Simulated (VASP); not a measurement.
Crystal: LiV.

```
Li V
1.0
     0.00000    2.38539    2.38539
     2.38539    0.00000    2.38539
     2.38539    2.38539    0.00000
Li V
1 1
Direct
  0.50000 0.50000 0.50000
  0.00000 0.00000 0.00000
```

The cell was built by a generator and needn't be a form met in nature.

- Program: VASP 6.6.1
- Task: relaxation of cell and atoms
- Functional: PBE
- Potentials or basis: VASP PAW PBE potentials, release 64 (Li_sv, V_sv)
- Cutoff: 600 eV
- k mesh: 6 × 6 × 6
- Occupations: fermi-dirac, width 0.0145 eV
- Spin: no spin polarisation

At the start: pressure 2.0 GPa; volume 13.57 Å³/atom.

Task: Where does the relaxation end?

Result: Over 3 steps the energy falls by 2.7 meV/atom and the volume is 14.00 Å³/atom (+3.1 %); space group Fm-3m (No. 225, to 0.05 Å).

Step by step:
```tsv
step	energy change (eV)	largest force (eV/Å)	pressure (GPa)	volume (Å³)
1	0.0000	0.0000	2.04	27.15
2	-0.0052	0.0000	0.39	27.83
3	-0.0054	0.0000	0.10	27.99
```

Final structure:
```yaml
crystal:
  lattice:
    - [0.00000, 2.40994, 2.40994]
    - [2.40994, 0.00000, 2.40994]
    - [2.40994, 2.40994, 0.00000]
  atoms:
    - { symbol: Li, position: [0.50000, 0.50000, 0.50000] }
    - { symbol: V, position: [0.00000, 0.00000, 0.00000] }
```

Caveat: the k mesh is coarse (spacing up to 0.38 Å⁻¹), so the values aren't converged; the cutoff is under 1.25 times the usual one of these potentials, so pressure, stress and relaxed cells hold a basis-set (Pulay) error.
